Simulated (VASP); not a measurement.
# ZnCdF4 (P4/mmm) in VASP: single point with PBE

Aim: the single point of ZnCdF4 with PBE.

Everything below comes from runs of VASP 6.6.1. Logs are shortened: lines on timing, memory, paths and dates and some standing lists are left out, and cuts for length are marked.

## 1. The structure

Symmetry: P4/mmm, No. 123, tetragonal system. Conventional cell: a = 3.683 Å, b = 3.683 Å, c = 6.848 Å, α = 90.00°, β = 90.00°, γ = 90.00°. Around Zn (site symmetry 4/mmm) lie 4 F at 1.84 Å. Cd (site symmetry 4/mmm) has 8 F at 2.87 Å as nearest neighbours. Around F (site symmetry 4mm) lie 1 Zn at 2.23 Å and 1 F at 2.39 Å. F (site symmetry mmm) has 2 Zn at 1.84 Å as nearest neighbours.

The cell was built by a generator and needn't be a form met in nature.

## 2. Single point, PBE

INCAR

```
SYSTEM = ZnCdF4
  PREC = Accurate
  ENCUT = 520
  EDIFF = 1E-6
  ISMEAR = 0
  SIGMA = 0.1
  LREAL = .FALSE.
  LASPH = .TRUE.
  NELM = 100
  ALGO = Fast
  ISIF = 2
  LWAVE = .FALSE.
  LCHARG = .FALSE.
  GGA = PE
  NBANDS = 35
```

KPOINTS

```
Automatic mesh
0
G
  10 10 6
  0 0 0
```

POSCAR

```
ZnCdF4
1.0
    3.6834909685      0.0000000000      0.0000000000
    0.0000000000      3.6834909685      0.0000000000
    0.0000000000      0.0000000000      6.8478497462
Zn Cd F
1 1 4
Direct
    0.0000000000      0.0000000000      0.0000000000
    0.5000000000      0.5000000000      0.5000000000
    0.0000000000      0.0000000000      0.6743414751
    0.5000000000      0.0000000000      0.0000000000
    0.0000000000      0.5000000000      0.0000000000
    0.0000000000      0.0000000000      0.3256585249
```

Potentials or basis: VASP PAW PBE potentials, release 64 (Zn, Cd, F).

Launch:

```console
> cat potpaw_PBE.64/Zn/POTCAR potpaw_PBE.64/Cd/POTCAR potpaw_PBE.64/F/POTCAR > POTCAR
> mpirun -np 1 vasp_std > vasp.out
```

OUTCAR:

```text
SYSTEM = ZnCdF4
   PREC = Accurate
   ENCUT = 520
   EDIFF = 1E-6
   ISMEAR = 0
   LREAL = .FALSE.
   LASPH = .TRUE.
   NELM = 100
   ISIF = 2
   GGA = PE

 ion  position               nearest neighbor table
   1  0.000  0.000  0.000-   4 1.84   5 1.84   5 1.84   4 1.84   3 2.23   6 2.23
   2  0.500  0.500  0.500-
   3  0.000  0.000  0.674-   1 2.23
   4  0.500  0.000  0.000-   1 1.84   1 1.84
   5  0.000  0.500  0.000-   1 1.84   1 1.84
   6  0.000  0.000  0.326-   1 2.23

  LATTYP: Found a simple tetragonal cell.
 ALAT       =     3.6834909685
 C/A-ratio  =     1.8590651653

  Lattice vectors:

 A1 = (   3.6834909685,   0.0000000000,   0.0000000000)
 A2 = (   0.0000000000,   3.6834909685,   0.0000000000)
 A3 = (   0.0000000000,   0.0000000000,   6.8478497462)

Analysis of symmetry for initial positions (statically):
=====================================================================
 Subroutine PRICEL returns:
 Original cell was already a primitive cell.

 Routine SETGRP: Setting up the symmetry group for a
 simple tetragonal supercell.

 Subroutine GETGRP returns: Found 16 space group operations
 (whereof 16 operations were pure point group operations)
 out of a pool of 16 trial point group operations.

The static configuration has the point symmetry D_4h.

Analysis of symmetry for dynamics (positions and initial velocities):
=====================================================================
 Subroutine PRICEL returns:
 Original cell was already a primitive cell.

 Routine SETGRP: Setting up the symmetry group for a
 simple tetragonal supercell.

 Subroutine GETGRP returns: Found 16 space group operations
 (whereof 16 operations were pure point group operations)
 out of a pool of 16 trial point group operations.

The dynamic configuration has the point symmetry D_4h.

 Subroutine INISYM returns: Found 16 space group operations
 (whereof 16 operations are pure point group operations),
 and found     1 'primitive' translations

----------------------------------------------------------------------------------------

                                     Primitive cell

  volume of cell :      92.9123

  direct lattice vectors                    reciprocal lattice vectors
     3.683490969  0.000000000  0.000000000     0.271481594  0.000000000  0.000000000
     0.000000000  3.683490969  0.000000000     0.000000000  0.271481594  0.000000000
     0.000000000  0.000000000  6.847849746     0.000000000  0.000000000  0.146031241

  length of vectors
     3.683490969  3.683490969  6.847849746     0.271481594  0.271481594  0.146031241

  position of ions in fractional coordinates (direct lattice)
     0.000000000  0.000000000  0.000000000
     0.500000000  0.500000000  0.500000000
     0.000000000  0.000000000  0.674341475
     0.500000000  0.000000000  0.000000000
     0.000000000  0.500000000  0.000000000
     0.000000000  0.000000000  0.325658525

  ion indices of the primitive-cell ions
   primitive index   ion index
                 1           1
                 2           2
                 3           3
                 4           4
                 5           5
                 6           6

----------------------------------------------------------------------------------------

 KPOINTS: Automatic mesh

Automatic generation of k-mesh.
 Grid dimensions read from file:
 generate k-points for:   10   10    6

 Generating k-lattice:

  Cartesian coordinates                     Fractional coordinates (reciprocal lattice)
     0.027148159  0.000000000  0.000000000     0.100000000  0.000000000  0.000000000
     0.000000000  0.027148159  0.000000000     0.000000000  0.100000000  0.000000000
     0.000000000  0.000000000  0.024338540     0.000000000  0.000000000  0.166666667

  Length of vectors
     0.027148159  0.027148159  0.024338540

  Shift w.r.t. Gamma in fractional coordinates (k-lattice)
     0.000000000  0.000000000  0.000000000

 Subroutine IBZKPT returns following result:
 ===========================================

 Found     84 irreducible k-points:

 Following reciprocal coordinates:
            Coordinates               Weight
  0.000000  0.000000  0.000000      1.000000
  0.100000  0.000000  0.000000      4.000000
  0.200000  0.000000  0.000000      4.000000
  0.300000  0.000000  0.000000      4.000000
  0.400000  0.000000  0.000000      4.000000
  0.500000  0.000000  0.000000      2.000000
[... 16 lines left out ...]
  0.100000  0.000000  0.166667      8.000000
  0.200000  0.000000  0.166667      8.000000
 [... further k-points ...]
   k-points           NKPTS =     84   k-points in BZ     NKDIM =     84   number of bands    NBANDS=     35
   number of dos      NEDOS =    301   number of ions     NIONS =      6
   total plane-waves  NPLWV =  42336
   dimension x,y,z NGX =    28 NGY =   28 NGZ =   54
   dimension x,y,z NGXF=    56 NGYF=   56 NGZF=  108
   ions per type =               1   1   4
   NGX,Y,Z   is equivalent  to a cutoff of  12.64, 12.64, 13.11 a.u.
   NGXF,Y,Z  is equivalent  to a cutoff of  25.27, 25.27, 26.22 a.u.
 SYSTEM =  ZnCdF4
   PREC   = accura    normal or accurate (medium, high low for compatibility)
   ISTART =      0    job   : 0-new  1-cont  2-samecut
   ICHARG =      2    charge: 1-file 2-atom 10-const
   ISPIN  =      1    spin polarized calculation?
   LNONCOLLINEAR =      F non collinear calculations
   LSORBIT =      F    spin-orbit coupling
   LASPH  =      T    aspherical Exc in radial PAW
   ENCUT  =  520.0 eV  38.22 Ry    6.18 a.u.   6.85  6.85 12.73*2*pi/ulx,y,z
   NELM   =    100;   NELMIN=  2; NELMDL= -5     # of ELM steps
   EDIFF  = 0.1E-05   stopping-criterion for ELM
   LREAL  =      F    real-space projection
   EDIFFG = 0.1E-04   stopping-criterion for IOM
   NSW    =      0    number of steps for IOM
   IBRION =     -1    ionic relax: 0-MD 1-quasi-New 2-CG
   NFREE  =      0    steps in history (QN), initial steepest desc. (CG)
   ISIF   =      2    stress and relaxation
   ISYM   =      2    0-nonsym 1-usesym 2-fastsym
   POTIM  = 0.5000    time-step for ionic-motion
   TEBEG  =    0.0;   TEEND  =   0.0 temperature during run
   PSTRESS=    0.0 pullay stress
   NELECT =      52.0000    total number of electrons
   NUPDOWN=      -1.0000    fix difference up-down
   EMIN   =  10.00;   EMAX   =-10.00  energy-range for DOS
   EFERMI =   0.00;   METHOD = LEGACY
   ISMEAR =     0;   SIGMA  =   0.10  broadening in eV -4-tet -1-fermi 0-gaus
   EFERMI_NEDOS =   21; number of points for ismear=-14 and -15
   IALGO  =     68    algorithm
   IMIX   =      4    mixing-type and parameters
     AMIX     =   0.40;   BMIX     =  1.00
     AMIX_MAG =   1.60;   BMIX_MAG =  1.00
  volume/ion in A,a.u.               =      15.49       104.50
  Fermi-wavevector in a.u.,A,eV,Ry     =   1.349123  2.549472 24.764402  1.820132
  Thomas-Fermi vector in A             =   2.476735
   LORBIT       =      0    0 simple, 1 ext, 2 COOP (PROOUT), +10 PAW based schemes
   GGA     = PE    functional components
   LHFCALC =     F    Hartree Fock is set to
   AEXX    =    0.0000 exact exchange contribution
   IVDW    =     0    specifies the selected vdW correction
   LEPSILON=     F    determine dielectric tensor
   LRPA    =     F    only Hartree local field effects (RPA)
 non-spin polarized calculation
 RMM-DIIS sequential band-by-band and
 Gauss-broadening in eV      SIGMA  =   0.10
  energy-cutoff  :      520.00
  volume of cell :       92.91
 maximum number of plane-waves:      2544
 NGX is ok and might be reduce to    28
   NGX = 13   NGY = 13   NGZ = 25

 number of electron      51.9999988 magnetization

 Free energy of the ion-electron system (eV)
  ---------------------------------------------------
  ext. energy  EPLUGINS =         0.00000000
  ---------------------------------------------------
  free energy    TOTEN  =       -19.11598172 eV

  energy without entropy =      -19.10730038  energy(sigma->0) =      -19.11164105

 E-fermi :  -1.0280     XC(G=0):  -9.1816

 val. band max:       -1.0509650490   @ k =   0.2000   0.0000   0.3333
 cond. band min:      -1.0178865188   @ k =   0.2000   0.0000   0.5000
 fundamental gap:      0.0330785302
 Fermi energy:        -1.0280283461

 k-point     1 :       0.0000    0.0000    0.0000
  band No.  band energies     occupation
      1     -23.4408      2.00000
      2     -22.5904      2.00000
      3     -22.3457      2.00000
      4     -21.9991      2.00000
      5      -9.3268      2.00000
      6      -9.2494      2.00000
[... 27 lines left out ...]
     34      11.7851      0.00000
     35      13.9863      0.00000

 k-point     2 :       0.1000    0.0000    0.0000
  band No.  band energies     occupation
      1     -23.4130      2.00000
      2     -22.6012      2.00000
      3     -22.3432      2.00000
      4     -21.9973      2.00000
      5      -9.3142      2.00000
      6      -9.2392      2.00000
[... 27 lines left out ...]
     34      11.6452      0.00000
     35      13.2027      0.00000

 k-point     3 :       0.2000    0.0000    0.0000
  band No.  band energies     occupation
      1     -23.3346      2.00000
      2     -22.6348      2.00000
      3     -22.3365      2.00000
      4     -21.9924      2.00000
      5      -9.2943      2.00000
      6      -9.1999      2.00000
[... 27 lines left out ...]
     34      12.0392      0.00000
     35      12.7787      0.00000

 k-point     4 :       0.3000    0.0000    0.0000
  band No.  band energies     occupation
      1     -23.2211      2.00000
      2     -22.6927      2.00000
      3     -22.3279      2.00000
      4     -21.9865      2.00000
      5      -9.2842      2.00000
      6      -9.1422      2.00000
[... 27 lines left out ...]
     34      12.7304      0.00000
     35      12.8505      0.00000

 k-point     5 :       0.4000    0.0000    0.0000
  band No.  band energies     occupation
      1     -23.0982      2.00000
      2     -22.7696      2.00000
      3     -22.3205      2.00000
      4     -21.9817      2.00000
      5      -9.2800      2.00000
      6      -9.1507      2.00000
[... 638 lines left out ...]
 k-point    22 :       0.0000    0.0000    0.1667
  band No.  band energies     occupation
      1     -23.4391      2.00000
      2     -22.5905      2.00000
      3     -22.3530      2.00000
      4     -21.9940      2.00000
      5      -9.3268      2.00000
      6      -9.2498      2.00000
[... 27 lines left out ...]
     34      11.7239      0.00000
     35      13.8247      0.00000

 k-point    23 :       0.1000    0.0000    0.1667
  band No.  band energies     occupation
      1     -23.4112      2.00000
      2     -22.6013      2.00000
      3     -22.3502      2.00000
      4     -21.9922      2.00000
      5      -9.3142      2.00000
      6      -9.2396      2.00000
[... 27 lines left out ...]
     34      11.6928      0.00000
     35      12.9922      0.00000

 k-point    24 :       0.2000    0.0000    0.1667
  band No.  band energies     occupation
      1     -23.3328      2.00000
      2     -22.6348      2.00000
      3     -22.3427      2.00000
      4     -21.9880      2.00000
      5      -9.2944      2.00000
      6      -9.2003      2.00000
[... 27 lines left out ...]
     34      12.1104      0.00000
     35      12.3375      0.00000

 [... further k-points ...]

------------------------ aborting loop because EDIFF is reached ----------------------------------------

  FORCE on cell =-STRESS in cart. coord.  units (eV):
  Direction    XX          YY          ZZ          XY          YZ          ZX
  --------------------------------------------------------------------------------------
  -------------------------------------------------------------------------------------
  Total        0.4179587      0.4179587     -0.0426547      0.0000000      0.0000000      0.0000000
  in kB        7.2072653      7.2072653     -0.7355365      0.0000000      0.0000000      0.0000000
  external PRESSURE =       4.5596647 kB  Pullay stress =       0.0000000 kB

 VOLUME and BASIS-vectors are now :
 -----------------------------------------------------------------------------
  energy-cutoff  :      520.00
  volume of cell :       92.91
      direct lattice vectors                 reciprocal lattice vectors
     3.683490969  0.000000000  0.000000000     0.271481594  0.000000000  0.000000000
     0.000000000  3.683490969  0.000000000     0.000000000  0.271481594  0.000000000
     0.000000000  0.000000000  6.847849746     0.000000000  0.000000000  0.146031241

 POSITION                                       TOTAL-FORCE (eV/Angst)
 -----------------------------------------------------------------------------------
      0.00000      0.00000      0.00000         0.000000      0.000000     -0.000000
      1.84175      1.84175      3.42392         0.000000      0.000000     -0.000000
      0.00000      0.00000      4.61779        -0.000000      0.000000     -0.007421
      1.84175      0.00000      0.00000         0.000000      0.000000     -0.000000
      0.00000      1.84175      0.00000         0.000000      0.000000     -0.000000
      0.00000      0.00000      2.23006         0.000000      0.000000      0.007421
 -----------------------------------------------------------------------------------
    total drift:                               -0.000000      0.000000     -0.000000

  FREE ENERGIE OF THE ION-ELECTRON SYSTEM (eV)
  ---------------------------------------------------
  free  energy   TOTEN  =       -19.1159817190 eV

  energy  without entropy=      -19.1073003834  energy(sigma->0) =      -19.11164105
```

Wall time 7.2 min (1 thread of Intel Xeon Platinum 8175M at 2.50GHz (Skylake/Cascade Lake), shared host); peak memory 0.37 GiB.

Results:

```yaml
Free_energy: -19.1160 eV
Pressure: 0.5 GPa
Largest_force: 0.007 eV/Å
Band_gap_on_the_k_mesh: none (metal or under the smearing width)
```

Forces on the atoms (eV/Å):
```
Zn   0.000  0.000  0.000
Cd   0.000  0.000  0.000
F    0.000  0.000 -0.007
F    0.000  0.000  0.000
F    0.000  0.000  0.000
F    0.000  0.000  0.007
```

Levels at points of the mesh, in eV from the Fermi level:
```
           k point  band 24  band 25  band 26  band 27  band 28  band 29
(0.00, 0.00, 0.00)    -2.06    -2.06    -1.54    -0.93     4.79     6.01
(0.50, 0.00, 0.00)    -1.66    -1.62    -1.22     1.51     4.09     6.50
(0.50, 0.50, 0.00)    -1.68    -1.30     0.66     1.25     5.68     5.68
(0.00, 0.00, 0.50)    -2.06    -2.06    -1.58    -0.54     3.89     7.11
(0.50, 0.00, 0.50)    -1.77    -1.66    -0.56     1.51     4.19     6.27
(0.50, 0.50, 0.50)    -1.30    -0.82     0.66     1.19     5.70     5.70
```
